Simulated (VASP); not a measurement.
Here is the system:

```yaml
crystal:
  lattice:
    - [4.70032, 0.00000, 0.00000]
    - [0.00000, 4.70032, 0.00000]
    - [0.00000, 0.00000, 4.70032]
  atoms:
    - { symbol: Si, position: [0.16142, 0.33858, 0.66142] }
    - { symbol: Si, position: [0.66142, 0.16142, 0.33858] }
    - { symbol: Si, position: [0.83858, 0.83858, 0.83858] }
    - { symbol: Si, position: [0.33858, 0.66142, 0.16142] }
    - { symbol: Ru, position: [0.86868, 0.63132, 0.36868] }
    - { symbol: Ru, position: [0.36868, 0.86868, 0.63132] }
    - { symbol: Ru, position: [0.13132, 0.13132, 0.13132] }
    - { symbol: Ru, position: [0.63132, 0.36868, 0.86868] }
```

Method: PBE GGA, VASP's PBE PAW potentials (set 64) (plane waves; VASP). Numerical set-up: 500 eV cut-off, 5×5×5 Γ-centred mesh, Gaussian smearing of 0.050 eV, potentials Si Ru_pv.

Q: What does the run give for the energy per atom (σ→0), pressure?

A: 
```yaml
energy per atom (σ→0): -7.956 eV/atom
pressure: 4.93 GPa
```

Total energies compare only between runs with the same potentials, cut-off and functional.

The compound is RuSi in the B20 structure. It was relaxed first under an external pressure of 5 GPa.
